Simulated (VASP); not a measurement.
Input for VASP

### KPOINTS
```
Automatic mesh
0
Gamma
8 8 8
0 0 0
```

INCAR:
```
# general
SYSTEM   = CdF2
PREC     = Accurate
ENCUT    = 520   # plane-wave cut-off (eV)
LREAL    = .FALSE.   # projection in real space or not
LASPH    = .TRUE.   # aspherical one-centre terms

# electronic loop
EDIFF    = 1E-7   # SCF stop (eV)
NELM     = 100
ALGO     = Normal   # blocked Davidson
LMAXMIX  = 4   # l cut-off of mixed one-centre charges

# smearing
ISMEAR   = -5

# functional
GGA      = ML
LUSE_VDW = .TRUE.
AGGAC    = 0.0
ZAB_VDW  = -1.8867

# ions
ISIF     = 2   # forces and stress, cell fixed

# output
LWAVE    = .FALSE.
LCHARG   = .TRUE.
LORBIT   = 11   # lm-projected
NEDOS    = 601   # DOS grid

# other
LEFG     = .TRUE.
```

File POSCAR:
```
CdF2
1
    0.0000000000     2.7791761282     2.7791761282
    2.7791761282    -0.0000000000     2.7791761282
    2.7791761282     2.7791761282     0.0000000000
Cd F
1 2
Direct
  1.0000000000   1.0000000000   1.0000000000
  0.2500000000   0.2500000000   0.2500000000
  0.7500000000   0.7500000000   0.7500000000
```

POTCAR, in this order: Cd F (PBE.64 set). Program: vasp_std.

**Question.** Translate this vdW-DF2 calculation to Quantum ESPRESSO's pw.x.

**Answer.** One equivalent input (not run):
```
&CONTROL
  calculation = 'scf'
  pseudo_dir = './pseudo'
  outdir = './out'
  tprnfor = .true.
  tstress = .true.
/
&SYSTEM
  ibrav = 0
  nat = 3
  ntyp = 2
  ecutwfc = 102
  occupations = 'tetrahedra'
  input_dft = 'vdw-df2'
/
&ELECTRONS
  conv_thr = 7.3e-09
  electron_maxstep = 100
/
ATOMIC_SPECIES
  Cd 112.414 Cd.upf
  F 18.998 F.upf
CELL_PARAMETERS angstrom
     0.0000000    2.7791761    2.7791761
     2.7791761   -0.0000000    2.7791761
     2.7791761    2.7791761    0.0000000
ATOMIC_POSITIONS crystal
  Cd   1.0000000  1.0000000  1.0000000
  F    0.2500000  0.2500000  0.2500000
  F    0.7500000  0.7500000  0.7500000
K_POINTS automatic
  8 8 8 0 0 0
```
What does not carry over: the potentials are each code's own (VASP's PAW set, PseudoDojo norm-conserving files in pw.x), so ENCUT and ecutwfc are chosen apart and not converted; conv_thr bounds pw.x's estimated SCF error, while EDIFF bounds the energy change between steps; the field gradients of LEFG aren't asked of the other code.

The compound is CdF2 in the fluorite structure. It was relaxed first, which changed the volume by +10 %.
